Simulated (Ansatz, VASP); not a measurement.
# Pb: VASP beside Ansatz, part 2 of 2

One calculation is typed for both programs; each brings its own data sets. How far apart do they land? Of the first pair: The structure shown is the end of the Ansatz relaxation below.

VASP 6.6.1 and Ansatz 0.2.0.

So far. Step 3 (VASP: single point, LDA, relaxed cell, pair 1): The run ends at a pressure of 0.01 GPa, with forces up to 0.011 eV/Å.

**4. Comparison**

Known differences besides the potentials themselves: the two LDA forms differ slightly; Ansatz cuts the interaction across the vacuum, VASP repeats the sheet with a dipole correction; the cutoff is 420 eV in Ansatz and 400 eV in VASP; VASP's log shows a relativistic correction to its local exchange, Ansatz's none. Total energies have different zeros and are not compared.

At this near-relaxed geometry the largest component of a force difference is 12 meV/Å. With vacuum in the cell, a pressure given here is an average over mostly empty space and none of the material.

**5. Ansatz: relaxation, LDA**

The two programs are compared at the cell with which this relaxation starts, whose forces are those of its first step.

The structure compared here is the start of the Ansatz relaxation; VASP solves that cell, so the two are compared at the walk's first step.

File input.yaml:

```yaml
crystal:
  lattice:
    - [3.50018, 0.0, 0.0]
    - [-1.75009, 3.03124, 0.0]
    - [0.0, 0.0, 18.71577]
  atoms:
    - { symbol: Pb, position: [0.0, 0.0, 0.347301] }
    - { symbol: Pb, position: [0.333333, 0.666667, 0.5] }
    - { symbol: Pb, position: [0.666667, 0.333333, 0.652699] }
  periodic: [true, true, false]
kpoints:
  mp_grid: { grid: [15, 15, 1] }
hamiltonian:
  xc: lda
  pseudopotentials: { kind: paw, azcp: { folder: soft_1 }, xc_functional: pbe }
scf:
  occupations: { method: gaussian, width: 0.1 }
output:
  forces: true
  stress: true
  eigenvalues: true
relax:
  adjacent_minimum: "off"
  f_tol: 0.005
  max_steps: 80
  cell: { stress_2d_tol: 0.02 }
```

Command:

```sh
> ansatz run input.yaml --threads 4 --pin off --max-ram 16384MiB --backend cpu --events-out ev --progress --plain --runs-dir out
```

Numbers of over 12 decimals in the logs are rounded to 6 here.

What it wrote:

```text
[...]
--- Relaxed structure (6 steps of the walk, 6 accepted, 2 SCFs on fresh bases) ---
[...]
cell:  # Å, volume = 346.3648 Å³
    - [3.369270, 0, 0]
    - [-1.684635, 2.917874, 0]
    - [0, 0, 35.23151745292]
  atoms:
    - { symbol: Pb, position: [1.6218480656151155e-18, 0, 0.185945] }
    - { symbol: Pb, position: [0.333333, 0.666667, 0.265611] }
    - { symbol: Pb, position: [0.666667, 0.333333, 0.345277] }
[key lines of the parts left out:]
SCF converged after 9 iterations
Free energy (F): -34811.846228 eV
Fermi energy:    -4.317257 eV
P = ½ c Tr σ = 0.0006 N/m
```

**6. VASP: single point, LDA, start cell, pair 2**

The same cell, functional (in two slightly different forms), mesh and smearing now go to VASP, with its own data sets.

File INCAR:

```
SYSTEM = Pb
PREC = Accurate
ENCUT = 400
EDIFF = 1E-06
NELM = 120
ISMEAR = 0
SIGMA = 0.1
LREAL = .FALSE.
ALGO = Normal
GGA = CA
NBANDS = 27
LORBIT = 11
LWAVE = .FALSE.
LCHARG = .FALSE.
ISIF = 2
LDIPOL = .TRUE.
IDIPOL = 3
DIPOL = 0.5 0.5 0.266
LVHAR = .TRUE.
LASPH = .TRUE.
GGA_COMPAT = .FALSE.
NELMDL = -8
KPAR = 2
```

File POSCAR:

```
Pb
1.0
    3.5001770000      0.0000000000      0.0000000000
   -1.7500890000      3.0312420000      0.0000000000
    0.0000000000      0.0000000000     35.2315170000
Pb
3
Direct
    0.0000000000      0.0000000000      0.1844940710
    0.3333334286      0.6666666667      0.2656111856
    0.6666668571      0.3333333333      0.3467283001
```

File KPOINTS:

```
Automatic mesh
0
Gamma
15 15 1
0 0 0
```

The projector-augmented-wave data sets are Pb_d (LDA family, release 64).

Command:

```sh
> mpirun -np 2 vasp_std
```

What it wrote:

```text
[... set-up lines as in an earlier step ...]
 entering main loop
       N       E                     dE             d eps       ncg     rms          rms(c)
DAV:   1     0.389306242202E+03    0.38931E+03   -0.16556E+04  1826   0.104E+03
DAV:   2     0.200982679373E+02   -0.36921E+03   -0.36613E+03  1610   0.366E+02
DAV:   3    -0.110181418059E+02   -0.31116E+02   -0.30888E+02  1776   0.146E+02
DAV:   4    -0.121531699533E+02   -0.11350E+01   -0.11340E+01  1804   0.390E+01
[...]
DAV:  21    -0.120753246771E+02   -0.47804E-05   -0.18799E-07  1073   0.623E-03    0.320E-04
DAV:  22    -0.120753289448E+02   -0.42677E-05   -0.19551E-07   981   0.179E-03    0.145E-04
DAV:  23    -0.120753299403E+02   -0.99551E-06   -0.36990E-08   983   0.157E-03
   1 F= -.12075330E+02 E0= -.12066959E+02  d E =-.167423E-01
```

OUTCAR, selected parts (step 6):

```text
  Total       -2.5016176     -2.5016172     -1.7170274      0.0000004      0.0000000     -0.0000000
  in kB      -10.7223391    -10.7223377     -7.3594583      0.0000018      0.0000000     -0.0000000
  external PRESSURE =      -9.6013784 kB  Pullay stress =       0.0000000 kB

 POSITION                                       TOTAL-FORCE (eV/Angst)
 -----------------------------------------------------------------------------------
      0.00000      0.00000      6.50001         0.000000     -0.000000      0.290361
      0.00000      2.02083      9.35789        -0.000000      0.000000      0.000000
      1.75009      1.01041     12.21576        -0.000000      0.000000     -0.290361
 -----------------------------------------------------------------------------------
    total drift:                               -0.000761     -0.000000      0.000074

  FREE ENERGIE OF THE ION-ELECTRON SYSTEM (eV)
  ---------------------------------------------------
  free  energy   TOTEN  =       -12.0753299403 eV

  energy  without entropy=      -12.0585876280  energy(sigma->0) =      -12.06695878

[... 1 part as in an earlier step ...]

[... 2 further parts left out ...]
[key lines of the parts left out:]
E-fermi :  -1.5533
```

The run ends at a pressure of -0.96 GPa, with forces up to 0.29 eV/Å.

**7. Side by side**

What differs besides the data sets and the points named for the pairs above, as far as they apply: Ansatz takes its cutoff from its data sets, VASP runs at 400 eV. Total energies have different zeros and are not compared.

Forces (eV/Å; atoms numbered as in POSCAR):

| atom | Ansatz x, y, z | VASP x, y, z |
| --- | --- | --- |
| Pb1 | 0.000, 0.000, 0.300 | 0.000, 0.000, 0.290 |
| Pb2 | 0.000, 0.000, 0.000 | 0.000, 0.000, 0.000 |
| Pb3 | 0.000, 0.000, -0.300 | 0.000, 0.000, -0.290 |

The forces differ by 4.6 meV/Å r.m.s., which is 3.4 % of the r.m.s. force of 0.137 eV/Å (both taken over all components). With vacuum in the cell, a pressure given here is an average over mostly empty space and none of the material.

**8. Results**

```
r.m.s. force difference (single point, LDA, relaxed cell, pair 1) : 5.5 meV/Å
r.m.s. force difference (single point, LDA, start cell, pair 2)   : 4.6 meV/Å
```

The r.m.s. force difference is 5.5 meV/Å (single point, LDA, relaxed cell, pair 1), within the 12 meV/Å picked in this series as the mark of a large difference. 1 further run of this series is not shown here. Such differences can come from data sets, numerical settings and the points named under the comparisons, not from the functional's error against experiment.

[Lines on the potential files, build, host, timing and source positions are cut from VASP's logs without a mark.]

[Logs are printed without paths, hosts, clocks, repeated set-up lines and the standing remarks that a program may print on its own settings, such as how far it seeks lower states.]

[Hosts, paths, dates, database ids (printed as entryN), source tags and the programs' standing remarks are cut or masked in the printed files.]
